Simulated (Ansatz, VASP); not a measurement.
**Cross-check of GaN between VASP and Ansatz**

One calculation is typed for both programs; each brings its own data sets. How far apart do they land? The cell is taken from a series of runs on this material, whose earlier steps may have relaxed, scaled, displaced or heated it; both programs get it as it stands.

Program: Ansatz 0.2.0. Level of theory: plane waves, with VASP 6.6.1 beside it; G0W0 gap at PBE, DFT+U. Results are calculated unless marked as measured.

**1. Starting point**

It takes space group F-43m (No. 216, cubic). The conventional cell has a = 4.507 Å, b = 4.507 Å, c = 4.507 Å, α = 90.00°, β = 90.00°, γ = 90.00°. Nearest to Ga lie 4 N at 1.95 Å. Nearest to N lie 4 Ga at 1.95 Å. Farther neighbours and most contacts between anions are not listed.

As a file:

```cif
data_structure
_symmetry_space_group_name_H-M 'F-43m'
_symmetry_Int_Tables_number 216
_cell_length_a 4.5070
_cell_length_b 4.5070
_cell_length_c 4.5070
_cell_angle_alpha 90.000
_cell_angle_beta 90.000
_cell_angle_gamma 90.000
_cell_volume 91.55
loop_
_atom_site_label
_atom_site_type_symbol
_atom_site_symmetry_multiplicity
_atom_site_Wyckoff_symbol
_atom_site_fract_x
_atom_site_fract_y
_atom_site_fract_z
_atom_site_occupancy
Ga1 Ga 4 a 0.00000 0.00000 0.00000 1
N1 N 4 c 0.25000 0.25000 0.25000 1
```

**2. Ansatz: G0W0 gap, PBE, DFT+U**

Ansatz runs on its PAW soft_1 files.

Quasiparticle shifts depend on high empty states and on the cores, so they are the hardest test of two PAW sets.

File input.yaml:

```yaml
crystal:
  lattice:
    - [0.0, 2.2535006075, 2.2535006075]
    - [2.2535006075, 0.0, 2.2535006075]
    - [2.2535006075, 2.2535006075, 0.0]
  atoms:
    - { symbol: Ga, position: [0.0, 0.0, 0.0] }
    - { symbol: "N", position: [0.75, 0.75, 0.75] }
kpoints:
  mp_grid: { grid: [8, 8, 8] }
hamiltonian:
  xc: pbe
  hubbard:
    projectors: ortho-atomic
    sites: [{ species: Ga, l: d, u_eff: 4.0 }]
  pseudopotentials: { kind: paw, azcp: { folder: soft_1 } }
scf:
  occupations: { method: fixed }
gw:
  n_empty_bands: 95
  ecut_chi: 150.0
  qp_bands: [v2, c2]
  qp_kpoints: band_edges
  screening: { model: contour_deformation }
```

The run is started by

```
> ansatz run input.yaml --threads 4 --pin off --max-ram 138240MiB --backend cuda --events-out ev --progress --plain --runs-dir out --devices 1 --max-vram 26GiB
```

Numbers of over 12 decimals in the logs are rounded to 6 here.

The program printed:

```text
GPUs: using 1 of 1 available (devices: 1).
Engine: ansatz 0.2.0, x86_64-unknown-linux-gnu
Pseudopotentials: kind: paw
Pseudopotential: Ga, paw, valence charge 13, recommended cutoff 420 eV (normal), soft_1/Ga.paw.azcp
Pseudopotential: N, paw, valence charge 5, recommended cutoff 420 eV (normal), soft_1/N.paw.azcp
Functional definition: PBE
  parameter kappa = 0.804
  parameter beta = 0.066725
  exchange = pbe_x(kappa = kappa, mu = beta*pi^2/3)
  correlation = pbe_c(beta = beta)
device memory: the entry about to start is reckoned to put 0.4 GiB on a device that reports 65.2 GiB free (of which the cap on the GPU budget leaves the run 26.0 GiB)
GPU FFT provider: cuFFT
GPU libraries: cuBLAS 13.8.2, cuFFT 12.4.0, cuSOLVER 12.3.4
Crystal: 2 atoms, lattice volume = 22.888 Å³
Basis set: ecut = 420 eV, 459 PW (Γ)
Bands: 13, of which v1, the nominal top of the filled ones, is band 9 counted from 1 (8 counted from 0)
Symmetry: 24 space group operations
Space group: F-43m (ITA 216), of the structure as read, at distance tolerance 2.8e-5 Å
k-points: 29 of 512 (time reversal used)
Non-local potential: Ga, projectors of the file, l = 0: 2, l = 1: 2, l = 2: 3, l = 3: 1
Non-local potential: N, projectors of the file, l = 0: 2, l = 1: 2, l = 2: 1
PAW form: soft (Blöchl's): semilocal exchange-correlation on the pseudo side does not see the compensation charge
PAW one-centre angular grid: Ga, 590 points (default); XC on 64 Gauss nodes
PAW one-centre angular grid: N, 110 points (default); XC on 64 Gauss nodes
Initial density: superposition of atomic densities (chi_scale 0.1, normalization cell, long waves kept (reshape's long-wave potential 0.00 eV rms))
Initial wavefunctions: pseudopotential atomic-orbital guess
GPU buffer pool allocated for 13824 grid points (all kernels)
GPU transforms: local potential and band sums: pruned to the plane-wave sphere, on 24×24×24
Functional: x = pbe(κ = 0.804, μ = 0.219515), c = pbe(β = 0.066725)
SCF iter   1: F=—  HF=-4168.560753 eV  |F-HF|=—  |Δ(HF+E_count)|=         —  Δρ=1.13e-1  dr2=2.54e0  ethr=3.10e-3  ⟨swp⟩=4.0  Hψ=1730  notcnv=0  defer=41
preconditioner: auto → none  [insulator: Δε(μ)=2.611 eV  Ē_g=20.214 eV  n_scr=8 (ndim 8)  ℏωp=32.9 eV  f_vac=0.000  ε∞_Penn≈3.7]
SCF iter   2: F=—  HF=-4168.004620 eV  |F-HF|=—  |Δ(HF+E_count)|=   5.56e-1  Δρ=6.16e-2  dr2=5.35e-1  ethr=3.10e-3  ⟨swp⟩=2.2  Hψ=842  notcnv=0  defer=7
SCF iter   3: F=—  HF=-4167.880979 eV  |F-HF|=—  |Δ(HF+E_count)|=   1.24e-1  Δρ=2.07e-2  dr2=4.82e-2  ethr=2.97e-3  ⟨swp⟩=2.0  Hψ=683  notcnv=0  defer=56
SCF iter   4: F=—  HF=-4167.878091 eV  |F-HF|=—  |Δ(HF+E_count)|=   2.89e-3  Δρ=7.52e-3  dr2=5.77e-3  ethr=2.68e-4  ⟨swp⟩=2.1  Hψ=638  notcnv=0  defer=56
SCF iter   5: F=—  HF=-4167.875784 eV  |F-HF|=—  |Δ(HF+E_count)|=   2.31e-3  Δρ=7.33e-4  dr2=5.40e-5  ethr=3.21e-5  ⟨swp⟩=2.0  Hψ=696  notcnv=0  defer=56
SCF iter   6: F=—  HF=-4167.875816 eV  |F-HF|=—  |Δ(HF+E_count)|=   3.26e-5  Δρ=1.90e-4  dr2=3.97e-6  ethr=3.00e-7  ⟨swp⟩=2.0  Hψ=686  notcnv=0  defer=45
SCF iter   7: F=-4167.875817 eV  HF=-4167.875817 eV  |F-HF|=1.78e-8  |Δ(HF+E_count)|=   4.93e-7  Δρ=2.05e-5  dr2=4.07e-8  ethr=5.56e-10  ⟨swp⟩=3.0  Hψ=1616  notcnv=0
SCF 1 converged in 7 iterations: F = -4167.875817 eV  dr2 = 4.07e-8
  greatest PAW one-centre occupation: 0.995 electrons in one spin orbital (limit 2), on the Ga atom at site 0 (counted from 0), in its partial waves of l = 2
device memory: the entry about to start is reckoned to put 0.5 GiB on a device that reports 65.2 GiB free (of which the cap on the GPU budget leaves the run 26.0 GiB)
NSCF: frozen V_eff on 29 k-points, pencils in batches of 32, up to order 52
the band table was solved once the SCF had ended and its energy, with any forces and stress, was formed, with the checks that follow a solve (1708 applications of the Hamiltonian). They found nothing against the state; the energy, forces and stress were not computed again (output.eigenvalues in the input reference)
device memory: the entry about to start is reckoned to put 2.1 GiB on a device that reports 65.2 GiB free (of which the cap on the GPU budget leaves the run 26.0 GiB)
NSCF: frozen V_eff on 29 k-points
G₀W₀ screening: q 1/29
[... further progress lines ...]
SCF converged after 7 iterations
Free energy (F): -4167.875817 eV
Harris-Foulkes:  -4167.875817 eV  (|F-HF|=1.78e-8)
Internal energy: -4167.875817 eV  (E = F + TS)
E sigma→0 (E₀):  -4167.875817 eV
Fermi energy:    9.600786 eV
--- Per-component energies (eV) ---
  E_band       = -25.194499
  E_kinetic    = 240.846743
  E_local      = -1414.994402  (includes V_loc(G=0)·N_el)
  E_nonlocal   = -54.620510
  E_hartree    = 895.426312
  E_xc         = -122.304626
  E_vxc        = -130.922056  (∫ρ·V_xc dr)
  E_hubbard    = 0.024764  (on-site DFT+U / exact-exchange correction)
  E_vhub       = -19.925654  (the Hubbard potential's part of the band-sum identity)
  E_paw        = -2124.819958  (= ΣΔE_a)
  E_vpaw       = -436.435714  (= ΣTr[D̂ρ^β])
  E_aug_tail   = 0.000814  (compensation charges beyond the density's cutoff)
  E_ewald      = -1587.434954
  E_smearing   = -0.000000  (= −TS)
  E_closure    = 0.000000  (closes the sum)
  Σ components = -4167.875817   (vs F -4167.875817, Δ=0.00e0)
--- Band table (eV; the first three rows and the last of 29) ---
  k-point 0: bands = [... 5 lower, -5.4770, 9.6008, 9.6008, 9.6008, 11.3611, 19.9635, 19.9635, 19.9635]
  k-point 1: bands = [... 5 lower, -5.4702, 8.0726, 9.4402, 9.4402, 12.5092, 19.2519, 20.2000, 20.2000]
  k-point 2: bands = [... 5 lower, -4.7082, 5.7438, 9.0856, 9.0856, 13.7026, 18.4257, 20.4162, 20.4162]
  k-point 28: bands = [... 5 lower, -2.2049, 3.9458, 5.9170, 6.0049, 15.8535, 18.0337, 19.9105, 20.7500]
Occupation matrices written to <dir>
--- G₀W₀: contour deformation, 7 samples at zero and on the imaginary axis and 4 off it, 512 q-points, 95 empty bands' worth ---
  eigenvalues of the whole cell's RPA ε∞ on this k-mesh (on a slab, of 1 + 4πα/V) = 5.8840, 5.8840, 5.8840; static W/v taken at q = 0 is 0.169952
  bands read: the sum over 104 bands ends inside a degenerate multiplet in 3 slots, whose members it reads at an even weight; the widest, k=0: bands 103 to 105 (counted from 1) at 2/3 each
  gw.qp_kpoints: band_edges: 12 of 29 stored k-points solved, in 1 pass; an edge of the gap read off the rows below is read off those points alone
    valence top: of the k-points left out ik 10 came nearest to being solved in a further pass, in band 9 (counted from 1, as in the quasiparticle table): it holds the edge there only if its correction is more favourable than any solved in that band by at least 0.561 eV; those differ by 0.305 eV
    conduction bottom: of the k-points left out ik 18 came nearest to being solved in a further pass, in band 10 (counted from 1, as in the quasiparticle table): it holds the edge there only if its correction is more favourable than any solved in that band by at least 2.058 eV; those differ by 0.587 eV
    ik  band        ε_KS         Σx   Σc(E_QP)       V_xc       Z   E_QP_lin       E_QP  E_QP is
     0     8      9.6008   -23.4978     2.8949   -20.0152  0.7695     9.0085     9.0132  root
     0     9      9.6008   -23.4978     2.8949   -20.0152  0.7695     9.0085     9.0132  root
     0    10     11.3611   -11.5999    -3.5971   -15.7049  0.8054    11.8715    11.8691  root
     0    11     19.9635    -7.8760    -5.3452   -13.8974  0.7976    20.6475    20.6396  root
     1     8      9.4402   -23.3402     2.9436   -19.7885  0.7691     8.8269     8.8320  root
     1     9      9.4402   -23.3402     2.9436   -19.7885  0.7691     8.8269     8.8320  root
     1    10     12.5092   -12.2039    -3.6109   -16.3733  0.7963    13.0710    13.0677  root
     1    11     19.2519    -8.0824    -5.3224   -14.0917  0.7954    19.9473    19.9388  root
     2     8      9.0856   -23.0094     3.0443   -19.3162  0.7678     8.4305     8.4367  root
     2     9      9.0856   -23.0094     3.0443   -19.3162  0.7678     8.4305     8.4367  root
     2    10     13.7026   -10.9403    -4.2790   -15.8759  0.7968    14.3648    14.3592  root
     2    11     18.4257    -8.6796    -5.3967   -14.8052  0.7801    19.1638    19.1546  root
     3     8      8.7688   -22.7188     3.1258   -18.9116  0.7665     8.0803     8.0874  root
     3     9      8.7688   -22.7188     3.1258   -18.9116  0.7665     8.0803     8.0874  root
     3    10     14.2018   -10.2249    -4.4913   -15.3725  0.8060    14.8636    14.8581  root
     3    11     18.2930    -8.9811    -5.6733   -15.4030  0.7607    19.0542    19.0416  root
     4     8      8.6468   -22.6054     3.1557   -18.7562  0.7659     7.9459     7.9533  root
     4     9      8.6468   -22.6054     3.1557   -18.7562  0.7659     7.9459     7.9533  root
     4    10     14.2803   -10.1060    -4.4969   -15.2499  0.8103    14.9325    14.9273  root
     4    11     18.3649    -8.9560    -5.8172   -15.5071  0.7479    19.1087    19.0987  root
     5     8      9.1257   -23.0323     3.0119   -19.3732  0.7683     8.4723     8.4784  root
     5     9      9.1257   -23.0323     3.0119   -19.3732  0.7683     8.4723     8.4784  root
     5    10     12.8765   -12.3813    -3.6433   -16.6071  0.7926    13.4630    13.4591  root
     5    11     18.7556    -8.0468    -5.1877   -13.9020  0.8046    19.4308    19.4232  root
[...]
23     8      6.6159   -21.4502     3.5631   -17.0375  0.7525     5.7488     5.7664  root
    23     9      7.8522   -21.8010     3.2891   -17.7359  0.7627     7.0656     7.0762  root
    23    10     16.2701   -10.6350    -4.9553   -16.3926  0.7900    17.0839    17.0723  root
    23    11     16.6508    -8.5891    -4.8585   -13.9759  0.7868    17.1842    17.1792  root
    28     8      5.9170   -21.3200     3.9003   -16.4815  0.7442     4.9539     4.9788  root
    28     9      6.0049   -19.5008     3.5187   -15.0897  0.7482     5.0903     5.1125  root
    28    10     15.8535    -9.7010    -4.4825   -14.6835  0.7910    16.3575    16.3535  root
    28    11     18.0337   -11.5720    -5.8146   -18.5202  0.7605    19.1967    19.1674  root
```

(Continued in part 2 of 2.)

[Lines on the potential files, build, host, timing and source positions are cut from VASP's logs without a mark.]

[Logs are printed without paths, hosts, clocks, repeated set-up lines and the standing remarks that a program may print on its own settings, such as how far it seeks lower states.]

[Hosts, paths, dates, database ids (printed as entryN), source tags and the programs' standing remarks are cut or masked in the printed files.]
